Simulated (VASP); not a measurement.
Computed with PBE GGA with spin-orbit coupling, VASP's PBE PAW potentials (set 64) (plane waves; VASP).

Input for VASP

### INCAR
```
ALGO = Normal
EDIFF = 1E-6
ENCUT = 300
GGA = PE
GGA_COMPAT = .FALSE.
ISIF = 2
ISMEAR = 0
LASPH = .TRUE.
LCHARG = .FALSE.
LMAXMIX = 4
LNONCOLLINEAR = .TRUE.
LORBIT = 11
LREAL = .FALSE.
LSORBIT = .TRUE.
LWAVE = .FALSE.
MAGMOM = 9*0.0
NELM = 100
PREC = Accurate
SIGMA = 0.1
SYSTEM = Si2Tc
```

POSCAR:
```
Si2Tc
1
    0.0000000000     3.0763380000     3.0763380000
    3.0763380000     0.0000000000     3.0763380000
    3.0763380000     3.0763380000     0.0000000000
Tc Si
1 2
Direct
  0.0000000000   0.0000000000   0.0000000000
  0.2500000000   0.2500000000   0.2500000000
  0.7500000000   0.7500000000   0.7500000000
```

File KPOINTS:
```
Automatic mesh
0
Gamma
8 8 8
0 0 0
```

POTCAR, in this order: Tc_pv Si (PBE.64 set). Program: vasp_ncl.

The resulting files:

**OSZICAR**
```
       N       E                     dE             d eps       ncg     rms          rms(c)
DAV:   1     0.936798766916E+02    0.93680E+02   -0.83858E+03  2080   0.848E+02
DAV:   2    -0.169428846529E+02   -0.11062E+03   -0.10782E+03  1984   0.238E+02
DAV:   3    -0.207637072494E+02   -0.38208E+01   -0.36580E+01  2048   0.442E+01
DAV:   4    -0.208382814211E+02   -0.74574E-01   -0.74171E-01  1972   0.582E+00
DAV:   5    -0.208398548354E+02   -0.15734E-02   -0.15728E-02  2000   0.810E-01    0.130E+01
DAV:   6    -0.207893597243E+02    0.50495E-01   -0.64702E+00  1888   0.184E+01    0.448E+00
DAV:   7    -0.204119394257E+02    0.37742E+00   -0.25275E+00  1852   0.115E+01    0.459E+00
DAV:   8    -0.203762347252E+02    0.35705E-01   -0.18437E-01  1744   0.405E+00    0.443E-01
DAV:   9    -0.203757724530E+02    0.46227E-03   -0.75972E-03  1988   0.495E-01    0.296E-01
DAV:  10    -0.203761409525E+02   -0.36850E-03   -0.95650E-04  1756   0.246E-01    0.123E-01
DAV:  11    -0.203761987220E+02   -0.57769E-04   -0.72080E-05  1904   0.577E-02    0.304E-02
DAV:  12    -0.203762055619E+02   -0.68399E-05   -0.48898E-05  1896   0.438E-02    0.174E-02
DAV:  13    -0.203762165635E+02   -0.11002E-04   -0.23188E-05  1676   0.305E-02    0.123E-03
DAV:  14    -0.203762169191E+02   -0.35554E-06   -0.28111E-07  1120   0.397E-03
   1 F= -.20376217E+02 E0= -.20366671E+02  d E =-.190919E-01  mag=    -0.0000     0.0000    -0.0000
```

**OUTCAR**
```
------------------------ aborting loop because EDIFF is reached ----------------------------------------
  FORCE on cell =-STRESS in cart. coord.  units (eV):
  Direction    XX          YY          ZZ          XY          YZ          ZX
  --------------------------------------------------------------------------------------
  Total       -7.3632036     -7.3632036     -7.3632036     -0.0000000     -0.0000000     -0.0000000
  in kB     -202.6027090   -202.6027090   -202.6027090     -0.0000000     -0.0000000     -0.0000000
  external PRESSURE =    -202.6027090 kB  Pullay stress =       0.0000000 kB
  volume of cell :       58.23
      direct lattice vectors                 reciprocal lattice vectors
     0.000000000  3.076338000  3.076338000    -0.162530905  0.162530905  0.162530905
     3.076338000  0.000000000  3.076338000     0.162530905 -0.162530905  0.162530905
     3.076338000  3.076338000  0.000000000     0.162530905  0.162530905 -0.162530905
 POSITION                                       TOTAL-FORCE (eV/Angst)
 -----------------------------------------------------------------------------------
      0.00000      0.00000      0.00000        -0.000000     -0.000000      0.000000
      1.53817      1.53817      1.53817        -0.000000     -0.000000     -0.000000
      4.61451      4.61451      4.61451         0.000000      0.000000      0.000000
 -----------------------------------------------------------------------------------
    total drift:                               -0.000000      0.000000      0.000000
  FREE ENERGIE OF THE ION-ELECTRON SYSTEM (eV)
  ---------------------------------------------------
  free  energy   TOTEN  =       -20.3762169191 eV

  energy  without entropy=      -20.3571250116  energy(sigma->0) =      -20.36667097

 total charge

# of ion       s       p       d       tot
------------------------------------------
    1        0.391   6.280   5.217  11.889
    2        0.788   0.705   0.000   1.493
    3        0.788   0.705   0.000   1.493
--------------------------------------------------
tot          1.967   7.691   5.217  14.875

 magnetization (x)

# of ion       s       p       d       tot
------------------------------------------
    1        0.000   0.000   0.000   0.000
    2        0.000  -0.000   0.000  -0.000
    3        0.000  -0.000   0.000  -0.000
--------------------------------------------------
tot          0.000  -0.000   0.000  -0.000

 magnetization (y)

# of ion       s       p       d       tot
------------------------------------------
    1       -0.000  -0.000   0.000  -0.000
    2        0.000   0.000   0.000   0.000
    3        0.000   0.000   0.000   0.000
--------------------------------------------------
tot         -0.000  -0.000   0.000  -0.000

 magnetization (z)

# of ion       s       p       d       tot
------------------------------------------
    1        0.000   0.000   0.000   0.000
    2        0.000  -0.000   0.000  -0.000
    3        0.000  -0.000   0.000  -0.000
--------------------------------------------------
tot          0.000  -0.000   0.000  -0.000

 Ion:    1  E_soc:     -0.2034093

 Ion:    2  E_soc:     -0.0007295

 Ion:    3  E_soc:     -0.0007295
```
(Selected blocks of OUTCAR.)

At this cut-off the stress carries a Pulay error, which pulls relaxed volumes low.

The structure was generated: Si2Tc was put into an ordered model structure, which need not be its known phase. The cell was not relaxed at this level. The run is one of a series of settings (GGA_COMPAT = .FALSE., LNONCOLLINEAR = .TRUE., LSORBIT = .TRUE., MAGMOM = 0.0 0.0 0.0 0.0 0.0 0.0 0.0 0.0 0.0, program vasp_ncl against the base run), some of them coarse on purpose.
